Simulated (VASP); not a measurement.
Data:

```xyz
6
Lattice="1.7234 -2.9850 0.0000 1.7234 2.9850 0.0000 0.0000 0.0000 13.7383" Properties=species:S:1:pos:R:3 pbc="T T T"
Te     1.7234     0.9950    12.0795
Te     1.7234    -0.9950     5.2104
Te     1.7234    -0.9950     1.6588
Te     1.7234     0.9950     8.5279
Mo     1.7234     0.9950     3.4346
Mo     1.7234    -0.9950    10.3037
```

All values below come from PBE GGA with D3 dispersion (zero damping), VASP's PBE PAW potentials (set 64) (plane waves; VASP). Settings: 520 eV cut-off, 7×7×2 Γ-centred mesh, Gaussian smearing of 0.050 eV, potentials Te Mo_sv.

The ions and cell shape at fixed volume are relaxed. What does this cell relax into?

```xyz
6
Lattice="1.7379 -3.0101 0.0000 1.7379 3.0101 0.0000 0.0000 0.0000 13.5103" Properties=species:S:1:pos:R:3 pbc="T T T"
Te     1.7379     1.0034    11.9528
Te     1.7379    -1.0034     5.1976
Te     1.7379    -1.0034     1.5576
Te     1.7379     1.0034     8.3127
Mo     1.7379     1.0034     3.3776
Mo     1.7379    -1.0034    10.1327
```
Space group P6_3/mmc (194), at a tolerance of 0.03 Å.

How much energy does the relaxation gain?

The energy (σ→0) changes by -20.3 meV/atom, in 7 ionic steps.

The compound is MoTe2 in the 2H layered structure. This cell is one point of a volume scan, at 0.94 of the reference volume. Symmetry was kept, so distortions that lower it aren't found.
